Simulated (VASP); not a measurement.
Output of a VASP run:

**OSZICAR**
```
       N       E                     dE             d eps       ncg     rms          rms(c)
DAV:   1     0.752764180443E+02    0.75276E+02   -0.85743E+03  1400   0.112E+03
DAV:   2    -0.367483649375E+02   -0.11202E+03   -0.10838E+03  1476   0.323E+02
DAV:   3    -0.388478011785E+02   -0.20994E+01   -0.20127E+01  1624   0.454E+01
DAV:   4    -0.388717214225E+02   -0.23920E-01   -0.23910E-01  1596   0.476E+00
DAV:   5    -0.388725987381E+02   -0.87732E-03   -0.87726E-03  1868   0.689E-01    0.157E+01
DAV:   6    -0.335939329992E+02    0.52787E+01   -0.74876E+00  1400   0.362E+01    0.390E+00
DAV:   7    -0.335690924117E+02    0.24841E-01   -0.81170E-01  1408   0.109E+01    0.202E+00
DAV:   8    -0.335933842437E+02   -0.24292E-01   -0.31185E-02  1404   0.212E+00    0.890E-01
DAV:   9    -0.336002579232E+02   -0.68737E-02   -0.32184E-02  1396   0.200E+00    0.462E-01
DAV:  10    -0.336015660622E+02   -0.13081E-02   -0.31447E-03  1532   0.656E-01    0.201E-01
DAV:  11    -0.336013855289E+02    0.18053E-03   -0.98256E-04  1520   0.393E-01    0.387E-02
DAV:  12    -0.336014823065E+02   -0.96778E-04   -0.28050E-04  1416   0.216E-01    0.790E-03
DAV:  13    -0.336015290925E+02   -0.46786E-04   -0.30008E-05  1524   0.728E-02    0.326E-03
DAV:  14    -0.336015303017E+02   -0.12092E-05   -0.70294E-07  1944   0.952E-03    0.359E-03
DAV:  15    -0.336015305898E+02   -0.28810E-06   -0.85198E-08  1504   0.299E-03    0.221E-03
DAV:  16    -0.336015314579E+02   -0.86803E-06   -0.15657E-07  1444   0.532E-03    0.252E-04
DAV:  17    -0.336015314712E+02   -0.13312E-07   -0.12872E-08  1076   0.140E-03    0.220E-04
DAV:  18    -0.336015314657E+02    0.55147E-08   -0.79276E-10   792   0.296E-04
   1 F= -.33601531E+02 E0= -.33601088E+02  d E =-.336015E+02
```

File OUTCAR:
```
------------------------ aborting loop because EDIFF is reached ----------------------------------------
  FORCE on cell =-STRESS in cart. coord.  units (eV):
  Direction    XX          YY          ZZ          XY          YZ          ZX
  --------------------------------------------------------------------------------------
  Total       -0.0058770     -0.0058770     -0.0058770      0.0000000      0.0000000      0.0000000
  in kB       -0.3552271     -0.3552271     -0.3552271      0.0000000      0.0000000      0.0000000
  external PRESSURE =      -0.3552271 kB  Pullay stress =       0.0000000 kB
  volume of cell :       26.51
      direct lattice vectors                 reciprocal lattice vectors
     2.981631897  0.000000000  0.000000000     0.335386806  0.000000000  0.000000000
     0.000000000  2.981631897  0.000000000     0.000000000  0.335386806  0.000000000
     0.000000000  0.000000000  2.981631897     0.000000000  0.000000000  0.335386806
 POSITION                                       TOTAL-FORCE (eV/Angst)
 -----------------------------------------------------------------------------------
      1.49082      1.49082      1.49082         0.000000      0.000000      0.000000
      0.00000      0.00000      0.00000         0.000000      0.000000      0.000000
 -----------------------------------------------------------------------------------
    total drift:                               -0.000000      0.000000     -0.000000
  FREE ENERGIE OF THE ION-ELECTRON SYSTEM (eV)
  ---------------------------------------------------
  free  energy   TOTEN  =       -33.6015314657 eV

  energy  without entropy=      -33.6002000142  energy(sigma->0) =      -33.60108765

 reached required accuracy - stopping structural energy minimisation
```
(Selected blocks of OUTCAR.)

POSCAR:
```
RuAl
1
    2.9816318972    -0.0000000000     0.0000000000
   -0.0000000000     2.9816318972    -0.0000000000
    0.0000000000    -0.0000000000     2.9816318972
Al Ru
1 1
Direct
  0.5000000000   0.5000000000   0.5000000000
  0.0000000000   0.0000000000   0.0000000000
```

Question: Reconstruct the remaining input files.

Answer: Several could match; the one computed here: the input of the run itself, r2SCAN meta-GGA, plane waves, VASP's PBE PAW potentials (set 64).

### KPOINTS
```
Automatic mesh
0
Gamma
11 11 11
0 0 0
```

### INCAR
```
SYSTEM = RuAl
PREC = Accurate; ENCUT = 400; LREAL = .False.
LASPH = .True.
EDIFF = 1E-8; NELM = 100; ALGO = Normal
LMAXMIX = 4; LMIXTAU = .True.
ISMEAR = 1; SIGMA = 0.1
METAGGA = R2SCAN
IBRION = 1; NSW = 30; ISIF = 2
EDIFFG = -0.001
LWAVE = .False.; LCHARG = .False.
```

POTCAR, in this order: Al Ru_pv (PBE.64 set). Program: vasp_std.

The compound is RuAl in the CsCl type structure. It was relaxed first. The start is the result of an earlier pass. The electron count is odd and the run is not spin-polarised, which forces a metal.
